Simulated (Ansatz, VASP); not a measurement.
# Cross-check of Al2O3 (Corundum) between VASP and Ansatz, part 2 of 3

Wanted: the spread between two codes on one cell, functional and k mesh. The cell is taken from a series of runs on this material, whose earlier steps may have relaxed, scaled, displaced or heated it; both programs get it as it stands.

VASP 6.6.1 and Ansatz 0.2.0.

So far: The structure; Ansatz: zone-centre phonons, LDA.

### Step 3. VASP: zone-centre phonons, LDA

Level of this step: LDA; plane waves and PAW (O, Al) (VASP).

The same cell, functional (in two slightly different forms) and mesh now go to VASP, with its own data sets.

Lines of VASP's logs that name or quote its potential files are left out, and so is its time.

INCAR

```
SYSTEM = Al2O3
PREC = Accurate
ENCUT = 600
EDIFF = 1E-08
NELM = 120
ISMEAR = 0
SIGMA = 0.01
LREAL = .FALSE.
ALGO = Normal
GGA = CA
NBANDS = 34
LORBIT = 11
LWAVE = .FALSE.
LCHARG = .FALSE.
ISIF = 2
IBRION = 8
LEPSILON = .TRUE.
LASPH = .TRUE.
GGA_COMPAT = .FALSE.
EFERMI = MIDGAP
KPAR = 2
```

POSCAR

```
Al2O3
1.0
    2.3018629092      1.3289811703      4.1704602660
   -2.3018629092      1.3289811703      4.1704602660
    0.0000000000     -2.6579623405      4.1704602660
O Al
6 4
Direct
    0.5567489057      0.9432510943      0.2500000000
    0.2500000000      0.5567489057      0.9432510943
    0.9432510943      0.2500000000      0.5567489057
    0.4432510943      0.0567489057      0.7500000000
    0.7500000000      0.4432510943      0.0567489057
    0.0567489057      0.7500000000      0.4432510943
    0.3518062718      0.3518062718      0.3518062718
    0.1481937282      0.1481937282      0.1481937282
    0.6481937282      0.6481937282      0.6481937282
    0.8518062718      0.8518062718      0.8518062718
```

KPOINTS

```
Automatic mesh
0
Gamma
6 6 6
0 0 0
```

PAW data sets: O and Al (LDA family, release 64).

Command:

```
mpirun -np 2 vasp_std
```

The program printed:

```text
[banner, memory and clock lines left out]
running    2 mpi-ranks, on    1 nodes
 distrk:  each k-point on    1 cores,    2 groups
 distr:  one band on    1 cores,    1 groups

 POSCAR found type information on POSCAR O Al
 POSCAR found :  2 types and      10 ions
 LDA part: xc-table for (Slater(with rela. corr.)+CA(PZ))
 , standard interpolation
 POSCAR, INCAR and KPOINTS ok, starting setup
 FFT: planning ... GRIDC
 FFT: planning ... GRID_SOFT
 FFT: planning ... GRID
 WAVECAR not read
 entering main loop
       N       E                     dE             d eps       ncg     rms          rms(c)
DAV:   1     0.241693693892E+03    0.24169E+03   -0.28277E+04  2176   0.153E+03
DAV:   2    -0.791352632886E+02   -0.32083E+03   -0.31062E+03  2772   0.315E+02
DAV:   3    -0.914195186299E+02   -0.12284E+02   -0.12250E+02  2814   0.623E+01
DAV:   4    -0.915052107205E+02   -0.85692E-01   -0.85642E-01  2712   0.597E+00
DAV:   5    -0.915059817387E+02   -0.77102E-03   -0.77085E-03  2752   0.567E-01    0.186E+01
DAV:   6    -0.828007657888E+02    0.87052E+01   -0.29886E+01  2660   0.298E+01    0.673E+00
DAV:   7    -0.826604946031E+02    0.14027E+00   -0.10568E+00  2694   0.505E+00    0.330E+00
DAV:   8    -0.825823923903E+02    0.78102E-01   -0.80563E-02  2596   0.210E+00    0.761E-01
DAV:   9    -0.825748242819E+02    0.75681E-02   -0.16353E-02  2808   0.677E-01    0.281E-01
DAV:  10    -0.825748247995E+02   -0.51755E-06   -0.55028E-04  2568   0.140E-01    0.664E-02
DAV:  11    -0.825748183704E+02    0.64291E-05   -0.81791E-05  2712   0.552E-02    0.281E-02
DAV:  12    -0.825748182542E+02    0.11623E-06   -0.17283E-06  2668   0.963E-03    0.536E-03
DAV:  13    -0.825748180509E+02    0.20330E-06   -0.86255E-07  2728   0.560E-03    0.129E-03
DAV:  14    -0.825748180505E+02    0.36971E-09   -0.22961E-08  2076   0.941E-04
   1 F= -.82574818E+02 E0= -.82574818E+02  d E =0.000000E+00
 Linear response reoptimize wavefunctions to high precision
DAV:   1    -0.825748180505E+02   -0.46839E-10   -0.66256E-09  1814   0.427E-04
DAV:   2    -0.825748180506E+02   -0.25011E-10   -0.51299E-10  1388   0.136E-04
 Linear response G [H, r] |phi>, progress :
  Direction:   1
       N       E                     dE             d eps       ncg     rms
RMM:   1    -0.199454621386E+03   -0.19945E+03    0.12929E+02  5011   0.922E+01
RMM:   2    -0.170898887642E+03    0.28556E+02   -0.11170E+01  3753   0.190E+01
RMM:   3    -0.170939297684E+03   -0.40410E-01   -0.11207E-01  3930   0.182E+00
RMM:   4    -0.170940555331E+03   -0.12576E-02   -0.21756E-03  4095   0.229E-01
RMM:   5    -0.170940579088E+03   -0.23756E-04   -0.28452E-04  4149   0.368E-02
RMM:   6    -0.170940581233E+03   -0.21451E-05   -0.26442E-04  4185   0.136E-02
RMM:   7    -0.170940581604E+03   -0.37164E-06   -0.26726E-04  4198   0.112E-02
RMM:   8    -0.170940581889E+03   -0.28461E-06   -0.26494E-04  4137   0.110E-02
RMM:   9    -0.170940581079E+03    0.81025E-06   -0.20967E-04  4024   0.110E-02
RMM:  10    -0.170940582718E+03   -0.16394E-05    0.51806E-05  4013   0.111E-02
 Linear response G [H, r] |phi>, progress :
  Direction:   2
       N       E                     dE             d eps       ncg     rms
RMM:   1    -0.202727457283E+03   -0.20273E+03    0.11112E+02  5004   0.925E+01
RMM:   2    -0.172891736519E+03    0.29836E+02   -0.11026E+01  3734   0.190E+01
RMM:   3    -0.172939084372E+03   -0.47348E-01   -0.10895E-01  3923   0.181E+00
RMM:   4    -0.172940311716E+03   -0.12273E-02   -0.16863E-03  4082   0.222E-01
RMM:   5    -0.172940334037E+03   -0.22321E-04   -0.22271E-05  4137   0.350E-02
RMM:   6    -0.172940333662E+03    0.37572E-06    0.18667E-05  4178   0.129E-02
RMM:   7    -0.172940334218E+03   -0.55682E-06    0.14023E-05  4185   0.106E-02
RMM:   8    -0.172940334745E+03   -0.52620E-06    0.11221E-05  4137   0.104E-02
RMM:   9    -0.172940334621E+03    0.12412E-06    0.26916E-05  4014   0.104E-02
RMM:  10    -0.172940334174E+03    0.44637E-06   -0.10478E-04  4015   0.104E-02
 Linear response G [H, r] |phi>, progress :
  Direction:   3
       N       E                     dE             d eps       ncg     rms
RMM:   1    -0.199783895408E+03   -0.19978E+03    0.11978E+02  4875   0.924E+01
RMM:   2    -0.171883254284E+03    0.27901E+02   -0.10411E+01  3792   0.182E+01
RMM:   3    -0.171918424488E+03   -0.35170E-01   -0.10019E-01  3900   0.173E+00
RMM:   4    -0.171919461100E+03   -0.10366E-02   -0.15758E-03  4040   0.207E-01
RMM:   5    -0.171919476870E+03   -0.15770E-04   -0.79052E-05  4097   0.331E-02
RMM:   6    -0.171919477008E+03   -0.13829E-06   -0.46365E-05  4159   0.121E-02
RMM:   7    -0.171919476972E+03    0.36237E-07   -0.45258E-05  4172   0.984E-03
RMM:   8    -0.171919476979E+03   -0.76806E-08   -0.45157E-05  4084   0.964E-03
RMM:   9    -0.171919477406E+03   -0.42639E-06   -0.49603E-05  4000   0.963E-03
RMM:  10    -0.171919477578E+03   -0.17191E-06   -0.10077E-04  3986   0.967E-03
 Linear response to external field (no local field effect), progress :
[...]
dielectric tensor                  component  2 :    -0.029     3.152    -0.000
 Linear response to external field, progress :
  Direction:   3
       N       E                     dE             d eps       ncg     rms          rms(c)
RMM:   1    -0.471910892762E+00   -0.47191E+00   -0.11298E+00  4085   0.263E+00
[...]
RMM:   4    -0.368148783001E+00   -0.20025E-02   -0.12226E-03 12754   0.156E-01    0.181E-02
RMM:   5    -0.368115160938E+00    0.33622E-04   -0.44259E-05 14325   0.328E-02    0.444E-03
RMM:   6    -0.368194111980E+00   -0.78951E-04   -0.21394E-06 14649   0.595E-03    0.184E-03
RMM:   7    -0.368177676455E+00    0.16436E-04   -0.40386E-08 14611   0.221E-03    0.891E-04
RMM:   8    -0.368186046342E+00   -0.83699E-05   -0.30288E-07 14689   0.944E-04    0.183E-04
RMM:   9    -0.368186437196E+00   -0.39085E-06   -0.22446E-07 14694   0.386E-04    0.779E-05
RMM:  10    -0.368186331315E+00    0.10588E-06   -0.13383E-06 14717   0.363E-04    0.127E-05
RMM:  11    -0.368186375614E+00   -0.44299E-07   -0.99833E-07 14845   0.345E-04    0.601E-06
RMM:  12    -0.368186397540E+00   -0.21925E-07   -0.97180E-07 14901   0.342E-04    0.167E-06
RMM:  13    -0.368186404389E+00   -0.68490E-08   -0.17752E-07 15081   0.341E-04    0.610E-07
RMM:  14    -0.368186404318E+00    0.70258E-10   -0.46206E-07 15053   0.339E-04    0.413E-07
RMM:  15    -0.368186405637E+00   -0.13184E-08   -0.23662E-07 15359   0.338E-04    0.182E-07
RMM:  16    -0.368186405070E+00    0.56720E-09   -0.21989E-07 15601   0.337E-04    0.132E-07
RMM:  17    -0.368186405229E+00   -0.15954E-09   -0.13176E-07 15865   0.336E-04    0.761E-08
 first order change of Fermi-energy  -0.12662E-04
 force on displaced ion       1 direction 2 :  -0.002 -24.044   9.044
 Born effective charge ion    1 direction 2 :   0.000  -1.835   0.306
 Linear response progress:
  Degree of freedom:   3/  5
       N       E                     dE             d eps       ncg     rms          rms(c)
RMM:   1    -0.370699564204E+00   -0.37070E+00    0.36852E-01 14316   0.299E+00
RMM:   2    -0.365929850355E+00    0.47697E-02   -0.59954E-03 13424   0.395E-01    0.188E-01
RMM:   3    -0.366959259215E+00   -0.10294E-02   -0.13506E-03 12083   0.171E-01    0.923E-02
RMM:   4    -0.368953687115E+00   -0.19944E-02   -0.11833E-03 12780   0.151E-01    0.189E-02
RMM:   5    -0.368946175205E+00    0.75119E-05   -0.59426E-05 13938   0.362E-02    0.524E-03
RMM:   6    -0.369042286187E+00   -0.96111E-04   -0.60483E-06 14525   0.939E-03    0.182E-03
RMM:   7    -0.369045479862E+00   -0.31937E-05   -0.29347E-07 14393   0.167E-03    0.534E-04
RMM:   8    -0.369048139055E+00   -0.26592E-05   -0.21427E-07 14634   0.487E-04    0.221E-04
RMM:   9    -0.369048168615E+00   -0.29560E-07   -0.35816E-07 14656   0.298E-04    0.458E-05
RMM:  10    -0.369048097115E+00    0.71500E-07   -0.34970E-07 14654   0.271E-04    0.137E-05
RMM:  11    -0.369048082594E+00    0.14521E-07    0.14132E-07 14772   0.262E-04    0.277E-06
RMM:  12    -0.369048107334E+00   -0.24740E-07   -0.52365E-07 14680   0.261E-04    0.118E-06
RMM:  13    -0.369048116199E+00   -0.88656E-08   -0.95774E-08 14897   0.261E-04    0.459E-07
 first order change of Fermi-energy   0.25945E-04
 force on displaced ion       1 direction 3 :   0.000   9.044 -20.601
 Born effective charge ion    1 direction 3 :  -0.000   0.223  -1.908
 Linear response progress:
  Degree of freedom:   4/  5
       N       E                     dE             d eps       ncg     rms          rms(c)
RMM:   1    -0.168631110489E-01   -0.16863E-01    0.25520E-02 22553   0.110E+00
RMM:   2    -0.975653198363E-02    0.71066E-02   -0.25010E-03 13635   0.296E-01    0.107E-01
RMM:   3    -0.957782361816E-02    0.17871E-03   -0.50301E-04 13767   0.905E-02    0.514E-02
RMM:   4    -0.953519554168E-02    0.42628E-04   -0.11125E-04 14081   0.348E-02    0.208E-02
RMM:   5    -0.953790909250E-02   -0.27136E-05   -0.30587E-05 14158   0.163E-02    0.453E-03
RMM:   6    -0.953276237116E-02    0.51467E-05   -0.70234E-06 14232   0.523E-03    0.102E-03
RMM:   7    -0.953146129530E-02    0.13011E-05    0.11745E-06 14595   0.140E-03    0.399E-04
RMM:   8    -0.953157277435E-02   -0.11148E-06   -0.21011E-07 14606   0.491E-04    0.801E-05
RMM:   9    -0.953153542773E-02    0.37347E-07    0.16801E-07 14662   0.120E-04    0.247E-05
RMM:  10    -0.953154371656E-02   -0.82888E-08   -0.45213E-07 14667   0.847E-05    0.160E-05
RMM:  11    -0.953156796383E-02   -0.24247E-07   -0.29369E-07 14731   0.681E-05    0.204E-06
RMM:  12    -0.953156508160E-02    0.28822E-08   -0.22284E-07 14704   0.582E-05    0.209E-06
RMM:  13    -0.953156869566E-02   -0.36141E-08   -0.38377E-07 14803   0.573E-05    0.551E-07
RMM:  14    -0.953156367034E-02    0.50253E-08   -0.25014E-07 14563   0.560E-05    0.287E-07
RMM:  15    -0.953156068139E-02    0.29889E-08   -0.18484E-07 14681   0.556E-05    0.370E-08
 first order change of Fermi-energy  -0.98198E-06
 force on displaced ion       7 direction 1 : -26.882  -0.000  -0.000
 Born effective charge ion    7 direction 1 :   2.896   0.022   0.000
 Linear response progress:
  Degree of freedom:   5/  5
       N       E                     dE             d eps       ncg     rms          rms(c)
RMM:   1    -0.201438119775E-01   -0.20144E-01   -0.92341E-03  8076   0.108E+00
RMM:   2    -0.951007878564E-02    0.10634E-01   -0.24246E-03  4786   0.293E-01    0.910E-02
RMM:   3    -0.929127706816E-02    0.21880E-03   -0.18522E-04  4997   0.657E-02    0.501E-02
RMM:   4    -0.920764123534E-02    0.83636E-04   -0.14614E-04  4950   0.546E-02    0.106E-02
RMM:   5    -0.919762910756E-02    0.10012E-04    0.26480E-05  5015   0.107E-02    0.430E-03
RMM:   6    -0.919412429633E-02    0.35048E-05    0.57635E-06  5116   0.627E-03    0.163E-03
RMM:   7    -0.919402636706E-02    0.97929E-07    0.50933E-06  5152   0.184E-03    0.521E-04
RMM:   8    -0.919473573838E-02   -0.70937E-06    0.13653E-07  5207   0.720E-04    0.272E-04
RMM:   9    -0.919488640478E-02   -0.15067E-06   -0.12515E-06  5134   0.361E-04    0.304E-05
RMM:  10    -0.919487581248E-02    0.10592E-07   -0.14544E-06  5259   0.851E-05    0.114E-05
RMM:  11    -0.919484122009E-02    0.34592E-07   -0.11405E-06  5239   0.604E-05    0.249E-06
RMM:  12    -0.919486533666E-02   -0.24117E-07   -0.12119E-06  5253   0.557E-05    0.128E-06
RMM:  13    -0.919480930976E-02    0.56027E-07   -0.67173E-07  5225   0.544E-05    0.404E-07
RMM:  14    -0.919480857684E-02    0.73292E-09   -0.55939E-07  5133   0.536E-05    0.234E-07
RMM:  15    -0.919477786765E-02    0.30709E-07   -0.29175E-07  5182   0.532E-05    0.634E-08
 first order change of Fermi-energy  -0.45968E-01
 force on displaced ion       7 direction 3 :   0.000  -0.000 -24.725
 Born effective charge ion    7 direction 3 :   0.000   0.000   2.861
 Born effective charges drift removed
 Linear response finished
```

[end of part 2 of 3]

[Lines on the potential files, build, host, timing and source positions are cut from VASP's logs without a mark.]

[Logs are printed without paths, hosts, clocks, repeated set-up lines and the standing remarks that a program may print on its own settings, such as how far it seeks lower states.]

[Hosts, paths, dates, database ids (printed as entryN), source tags and the programs' standing remarks are cut or masked in the printed files.]
